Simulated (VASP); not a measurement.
An input for Ansatz (written as the equivalent of a VASP run, and not itself run):

Ansatz 0.2 input:
```yaml
crystal:
  lattice:
    - [1.6157030, 0.9328270, 8.5222830]
    - [-1.6157030, 0.9328270, 8.5222830]
    - [0.0000000, -1.8656530, 8.5222830]
  atoms:
    - { symbol: In, position: [0.0000000, 0.0000000, 0.0000000] }
    - { symbol: Ga, position: [0.7829000, 0.7829000, 0.7829000] }
    - { symbol: Zn, position: [0.2171000, 0.2171000, 0.2171000] }
    - { symbol: O, position: [0.8718000, 0.8718000, 0.8718000] }
    - { symbol: O, position: [0.1282000, 0.1282000, 0.1282000] }
    - { symbol: O, position: [0.7072000, 0.7072000, 0.7072000] }
    - { symbol: O, position: [0.2928000, 0.2928000, 0.2928000] }
kpoints:
  mp_grid: { grid: [10, 10, 10] }
hamiltonian:
  xc: pbesol
  pseudopotentials: { kind: paw }
scf:
  occupations: { method: methfessel_paxton, width: 0.2 }
  max_iter: 100
output: { forces: true, stress: true, eigenvalues: true }
```

Q: Write the VASP files for the same calculation (PBEsol).

A: One answer among several that fit: 
### INCAR
```
SYSTEM = ZnInGaO4
PREC = Accurate
ENCUT = 400
EDIFF = 1E-6
NELM = 100
ALGO = Normal
LREAL = .FALSE.
LASPH = .TRUE.
ISMEAR = 1
SIGMA = 0.2
GGA = PS
LMAXMIX = 4
LWAVE = .FALSE.
LCHARG = .FALSE.
ISIF = 2
```

### KPOINTS
```
Automatic
0
gamma
 10 10 10
```

File POSCAR:
```
ZnInGaO4
1
    1.6157030000     0.9328270000     8.5222830000
   -1.6157030000     0.9328270000     8.5222830000
    0.0000000000    -1.8656530000     8.5222830000
In Ga Zn O
1 1 1 4
Direct
  0.0000000000   0.0000000000   0.0000000000
  0.7829000000   0.7829000000   0.7829000000
  0.2171000000   0.2171000000   0.2171000000
  0.8718000000   0.8718000000   0.8718000000
  0.1282000000   0.1282000000   0.1282000000
  0.7072000000   0.7072000000   0.7072000000
  0.2928000000   0.2928000000   0.2928000000
```

POTCAR, in this order: In_d Ga_d Zn O (PBE.64 set). Program: vasp_std.

The two are equivalent in intent, not identical: each code has its own PAW files, so the cut-off isn't converted (ENCUT is set for VASP's; basis.ecutwfc is left out, and Ansatz then takes the one that its files recommend); Ansatz stops its SCF on the density residual and VASP on the energy change (EDIFF).

The structure was generated: ZnInGaO4 was put into an ordered model structure, which need not be its known phase. The cell was not relaxed at this level.
